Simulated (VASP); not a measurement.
Energy against volume of CuZn (CsCl type). Method: r2SCAN meta-GGA, VASP's PBE PAW potentials (set 64) (plane waves; VASP). Run with 520 eV cut-off, 12×12×12 Γ-centred mesh, first-order Methfessel-Paxton smearing of 0.10 eV, potentials Zn Cu.

```
V (Å³/atom)  E (eV/atom)
-----------  -----------
11.729          -9.94438
12.103          -9.96143
12.478          -9.96719
12.852          -9.96365
```

### Question
Fit these four points and predict the energy of the run at 13.226 Å³/atom.

### Answer
A cubic in V^(−2/3), the third-order Birch-Murnaghan form, passes through the four points with V0 = 12.51 Å³/atom and B0 = 130 GPa, and gives -9.9525 eV/atom there. The run gave -9.9524 eV/atom, +0.1 meV/atom from the fit; all five points give B0 = 131 GPa.

The compound is CuZn in the CsCl type structure. It was relaxed first.
